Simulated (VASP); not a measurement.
# AlC3 (Pm-3m) in VASP: single point with LDA

Aim: the single point of AlC3 with LDA.

Program: VASP 6.6.1. These are calculated values, not measurements. Logs are shortened: lines on timing, memory, paths and dates and some standing lists are left out, and cuts for length are marked.

### 1 Starting point

It takes space group Pm-3m (No. 221, cubic). The conventional cell has a = 3.208 Å, b = 3.208 Å, c = 3.208 Å, α = 90.00°, β = 90.00°, γ = 90.00°. Al (site symmetry m-3m) has 12 C at 2.27 Å as nearest neighbours. C (site symmetry 4/mmm) is surrounded by 4 Al at 2.27 Å and 8 C at 2.27 Å.

The cell comes from a database or a generator and needn't be the stable form of this composition.

### 2 Single point, LDA

Contents of INCAR:

```
SYSTEM = AlC3
PREC = Accurate ; ENCUT = 520
EDIFF = 1E-7 ; ISMEAR = -1
SIGMA = 0.15 ; LREAL = .False.
LASPH = .True. ; NELM = 100
ALGO = Normal ; ISIF = 2
LWAVE = .False. ; LCHARG = .True.
GGA = CA ; LELF = .True.
LVHAR = .True. ; NBANDS = 16
```

Contents of KPOINTS:

```
regular mesh
0
Gamma
  7 7 7
  0 0 0
```

Contents of POSCAR:

```
AlC3
1.0
    3.2079290000      0.0000000000      0.0000000000
    0.0000000000      3.2079290000      0.0000000000
    0.0000000000      0.0000000000      3.2079290000
Al C
1 3
Direct
    0.0000000000      0.0000000000      0.0000000000
    0.0000000000      0.5000000000      0.5000000000
    0.5000000000      0.0000000000      0.5000000000
    0.5000000000      0.5000000000      0.0000000000
```

Potentials or basis: VASP PAW LDA potentials, release 64 (Al, C).

On the command line:

```bash
cat potpaw_LDA.64/Al/POTCAR potpaw_LDA.64/C/POTCAR > POTCAR
mpirun -np 1 vasp_std > vasp.out
```

OUTCAR:

```text
SYSTEM = AlC3
   PREC = Accurate
   ENCUT = 520
   EDIFF = 1E-7
   ISMEAR = -1
   LREAL = .False.
   LASPH = .True.
   NELM = 100
   ISIF = 2
   GGA = CA

 ion  position               nearest neighbor table
   1  0.000  0.000  0.000-   2 2.27   3 2.27   4 2.27   2 2.27   3 2.27   2 2.27   4 2.27   2 2.27
                             3 2.27   4 2.27   3 2.27   4 2.27
   2  0.000  0.500  0.500-   1 2.27   1 2.27   1 2.27   1 2.27
   3  0.500  0.000  0.500-   1 2.27   1 2.27   1 2.27   1 2.27
   4  0.500  0.500  0.000-   1 2.27   1 2.27   1 2.27   1 2.27

  LATTYP: Found a simple cubic cell.
 ALAT       =     3.2079290000

  Lattice vectors:

 A1 = (   3.2079290000,   0.0000000000,   0.0000000000)
 A2 = (   0.0000000000,   3.2079290000,   0.0000000000)
 A3 = (   0.0000000000,   0.0000000000,   3.2079290000)

Analysis of symmetry for initial positions (statically):
=====================================================================
 Subroutine PRICEL returns:
 Original cell was already a primitive cell.

 Routine SETGRP: Setting up the symmetry group for a
 simple cubic supercell.

 Subroutine GETGRP returns: Found 48 space group operations
 (whereof 48 operations were pure point group operations)
 out of a pool of 48 trial point group operations.

The static configuration has the point symmetry O_h .

Analysis of symmetry for dynamics (positions and initial velocities):
=====================================================================
 Subroutine PRICEL returns:
 Original cell was already a primitive cell.

 Routine SETGRP: Setting up the symmetry group for a
 simple cubic supercell.

 Subroutine GETGRP returns: Found 48 space group operations
 (whereof 48 operations were pure point group operations)
 out of a pool of 48 trial point group operations.

The dynamic configuration has the point symmetry O_h .

 Subroutine INISYM returns: Found 48 space group operations
 (whereof 48 operations are pure point group operations),
 and found     1 'primitive' translations

----------------------------------------------------------------------------------------

                                     Primitive cell

  volume of cell :      33.0122

  direct lattice vectors                    reciprocal lattice vectors
     3.207929000  0.000000000  0.000000000     0.311727597  0.000000000  0.000000000
     0.000000000  3.207929000  0.000000000     0.000000000  0.311727597  0.000000000
     0.000000000  0.000000000  3.207929000     0.000000000  0.000000000  0.311727597

  length of vectors
     3.207929000  3.207929000  3.207929000     0.311727597  0.311727597  0.311727597

  position of ions in fractional coordinates (direct lattice)
     0.000000000  0.000000000  0.000000000
     0.000000000  0.500000000  0.500000000
     0.500000000  0.000000000  0.500000000
     0.500000000  0.500000000  0.000000000

  ion indices of the primitive-cell ions
   primitive index   ion index
                 1           1
                 2           2
                 3           3
                 4           4

----------------------------------------------------------------------------------------

 KPOINTS: regular mesh

Automatic generation of k-mesh.
 Grid dimensions read from file:
 generate k-points for:    7    7    7

 Generating k-lattice:

  Cartesian coordinates                     Fractional coordinates (reciprocal lattice)
     0.044532514  0.000000000  0.000000000     0.142857143  0.000000000  0.000000000
     0.000000000  0.044532514  0.000000000     0.000000000  0.142857143  0.000000000
     0.000000000  0.000000000  0.044532514     0.000000000  0.000000000  0.142857143

  Length of vectors
     0.044532514  0.044532514  0.044532514

  Shift w.r.t. Gamma in fractional coordinates (k-lattice)
     0.000000000  0.000000000  0.000000000

 Subroutine IBZKPT returns following result:
 ===========================================

 Found     20 irreducible k-points:

 Following reciprocal coordinates:
            Coordinates               Weight
  0.000000  0.000000  0.000000      1.000000
  0.142857  0.000000  0.000000      6.000000
  0.285714  0.000000  0.000000      6.000000
  0.428571  0.000000  0.000000      6.000000
  0.142857  0.142857  0.000000     12.000000
  0.285714  0.142857  0.000000     24.000000
[... 12 lines left out ...]
  0.428571  0.428571  0.285714     24.000000
  0.428571  0.428571  0.428571      8.000000
   k-points           NKPTS =     20   k-points in BZ     NKDIM =     20   number of bands    NBANDS=     16
   number of dos      NEDOS =    301   number of ions     NIONS =      4
   total plane-waves  NPLWV =  13824
   dimension x,y,z NGX =    24 NGY =   24 NGZ =   24
   dimension x,y,z NGXF=    48 NGYF=   48 NGZF=   48
   ions per type =               1   3
   NGX,Y,Z   is equivalent  to a cutoff of  12.44, 12.44, 12.44 a.u.
   NGXF,Y,Z  is equivalent  to a cutoff of  24.88, 24.88, 24.88 a.u.
 SYSTEM =  AlC3
   PREC   = accura    normal or accurate (medium, high low for compatibility)
   ISTART =      0    job   : 0-new  1-cont  2-samecut
   ICHARG =      2    charge: 1-file 2-atom 10-const
   ISPIN  =      1    spin polarized calculation?
   LNONCOLLINEAR =      F non collinear calculations
   LSORBIT =      F    spin-orbit coupling
   LASPH  =      T    aspherical Exc in radial PAW
   ENCUT  =  520.0 eV  38.22 Ry    6.18 a.u.   5.96  5.96  5.96*2*pi/ulx,y,z
   NELM   =    100;   NELMIN=  2; NELMDL= -5     # of ELM steps
   EDIFF  = 0.1E-06   stopping-criterion for ELM
   LREAL  =      F    real-space projection
   EDIFFG = 0.1E-05   stopping-criterion for IOM
   NSW    =      0    number of steps for IOM
   IBRION =     -1    ionic relax: 0-MD 1-quasi-New 2-CG
   NFREE  =      0    steps in history (QN), initial steepest desc. (CG)
   ISIF   =      2    stress and relaxation
   ISYM   =      2    0-nonsym 1-usesym 2-fastsym
   POTIM  = 0.5000    time-step for ionic-motion
   TEBEG  =    0.0;   TEEND  =   0.0 temperature during run
   PSTRESS=    0.0 pullay stress
   NELECT =      15.0000    total number of electrons
   NUPDOWN=      -1.0000    fix difference up-down
   EMIN   =  10.00;   EMAX   =-10.00  energy-range for DOS
   EFERMI =   0.00;   METHOD = LEGACY
   ISMEAR =    -1;   SIGMA  =   0.15  broadening in eV -4-tet -1-fermi 0-gaus
   EFERMI_NEDOS =   21; number of points for ismear=-14 and -15
   IALGO  =     38    algorithm
   IMIX   =      4    mixing-type and parameters
     AMIX     =   0.40;   BMIX     =  1.00
     AMIX_MAG =   1.60;   BMIX_MAG =  1.00
  volume/ion in A,a.u.               =       8.25        55.69
  Fermi-wavevector in a.u.,A,eV,Ry     =   1.258579  2.378370 21.551918  1.584021
  Thomas-Fermi vector in A             =   2.392182
   LORBIT       =      0    0 simple, 1 ext, 2 COOP (PROOUT), +10 PAW based schemes
   GGA     = CA    functional components
   LHFCALC =     F    Hartree Fock is set to
   AEXX    =    0.0000 exact exchange contribution
   IVDW    =     0    specifies the selected vdW correction
   LEPSILON=     F    determine dielectric tensor
   LRPA    =     F    only Hartree local field effects (RPA)
 non-spin polarized calculation
  energy-cutoff  :      520.00
  volume of cell :       33.01
 maximum number of plane-waves:       904
 NGX is ok and might be reduce to    24
   NGX = 11   NGY = 11   NGZ = 11

 number of electron      15.0000000 magnetization

 Free energy of the ion-electron system (eV)
  ---------------------------------------------------
  ext. energy  EPLUGINS =         0.00000000
  ---------------------------------------------------
  free energy    TOTEN  =       -23.75617257 eV

  energy without entropy =      -23.66229477  energy(sigma->0) =      -23.70923367

 E-fermi :   9.0462     XC(G=0): -12.4336

 val. band max:        9.0386666139   @ k =   0.4286   0.4286   0.0000
 cond. band min:       9.1439997474   @ k =   0.4286   0.2857   0.1429
 fundamental gap:      0.1053331335
 Fermi energy:         9.0461770398

 k-point     1 :       0.0000    0.0000    0.0000
  band No.  band energies     occupation
      1      -8.2300      2.00000
      2       2.7300      2.00000
      3       2.7300      2.00000
      4       3.1690      2.00000
      5       3.1690      2.00000
      6       3.1690      2.00000
[... 8 lines left out ...]
     15      19.7729      0.00000
     16      21.5066      0.00000

 k-point     2 :       0.1429    0.0000    0.0000
  band No.  band energies     occupation
      1      -7.9795      2.00000
      2       0.3937      2.00000
      3       2.8961      2.00000
      4       3.3989      2.00000
      5       3.3989      2.00000
      6       5.2067      2.00000
[... 8 lines left out ...]
     15      20.6769      0.00000
     16      21.3791      0.00000

 k-point     3 :       0.2857    0.0000    0.0000
  band No.  band energies     occupation
      1      -7.2369      2.00000
      2      -2.0369      2.00000
      3       3.3485      2.00000
      4       4.0656      2.00000
      5       4.0656      2.00000
      6       6.9045      2.00000
[... 8 lines left out ...]
     15      20.7541      0.00000
     16      20.7541      0.00000

 k-point     4 :       0.4286    0.0000    0.0000
  band No.  band energies     occupation
      1      -6.0714      2.00000
      2      -4.0848      2.00000
      3       3.8586      2.00000
      4       5.0097      2.00000
      5       5.0097      2.00000
      6       7.2685      1.99999
[... 8 lines left out ...]
     15      20.2043      0.00000
     16      20.2043      0.00000
[... 248 lines left out ...]
 k-point    18 :       0.4286    0.2857    0.2857
  band No.  band energies     occupation
      1      -4.1559      2.00000
      2      -2.3206      2.00000
      3       0.1306      2.00000
      4       1.9785      2.00000
      5       2.7801      2.00000
      6       3.6241      2.00000
[... 8 lines left out ...]
     15      21.7999      0.00000
     16      22.5365      0.00000

 k-point    19 :       0.4286    0.4286    0.2857
  band No.  band energies     occupation
      1      -3.0305      2.00000
      2      -1.6512      2.00000
      3      -1.0138      2.00000
      4       1.3674      2.00000
      5       2.4165      2.00000
      6       3.5624      2.00000
[... 8 lines left out ...]
     15      22.5857      0.00000
     16      22.8030      0.00000

 k-point    20 :       0.4286    0.4286    0.4286
  band No.  band energies     occupation
      1      -1.9424      2.00000
      2      -0.7483      2.00000
      3      -0.7483      2.00000
      4       1.2236      2.00000
      5       1.8166      2.00000
      6       1.8166      2.00000
[... 8 lines left out ...]
     15      23.7819      0.00000
     16      23.7819      0.00000

------------------------ aborting loop because EDIFF is reached ----------------------------------------

  FORCE on cell =-STRESS in cart. coord.  units (eV):
  Direction    XX          YY          ZZ          XY          YZ          ZX
  --------------------------------------------------------------------------------------
  -------------------------------------------------------------------------------------
  Total       -1.8517632     -1.8517632     -1.8517632     -0.0000000     -0.0000000      0.0000000
  in kB      -89.8714589    -89.8714589    -89.8714589     -0.0000000     -0.0000000      0.0000000
  external PRESSURE =     -89.8714589 kB  Pullay stress =       0.0000000 kB

 VOLUME and BASIS-vectors are now :
 -----------------------------------------------------------------------------
  energy-cutoff  :      520.00
  volume of cell :       33.01
      direct lattice vectors                 reciprocal lattice vectors
     3.207929000  0.000000000  0.000000000     0.311727597  0.000000000  0.000000000
     0.000000000  3.207929000  0.000000000     0.000000000  0.311727597  0.000000000
     0.000000000  0.000000000  3.207929000     0.000000000  0.000000000  0.311727597

 POSITION                                       TOTAL-FORCE (eV/Angst)
 -----------------------------------------------------------------------------------
      0.00000      0.00000      0.00000         0.000000      0.000000      0.000000
      0.00000      1.60396      1.60396         0.000000      0.000000      0.000000
      1.60396      0.00000      1.60396         0.000000      0.000000      0.000000
      1.60396      1.60396      0.00000         0.000000      0.000000      0.000000
 -----------------------------------------------------------------------------------
    total drift:                                0.000000     -0.000000     -0.000000

  FREE ENERGIE OF THE ION-ELECTRON SYSTEM (eV)
  ---------------------------------------------------
  free  energy   TOTEN  =       -23.7561725677 eV

  energy  without entropy=      -23.6622947716  energy(sigma->0) =      -23.70923367
```

It took 2.8 s on 1 thread of Intel Xeon 6975P-C (Granite Rapids), shared host; peak memory 0.12 GiB.

What came out:

```
Free energy            : -23.7562 eV
Pressure               : -9.0 GPa
Band gap on the k mesh : none (metal or under the smearing width)
```
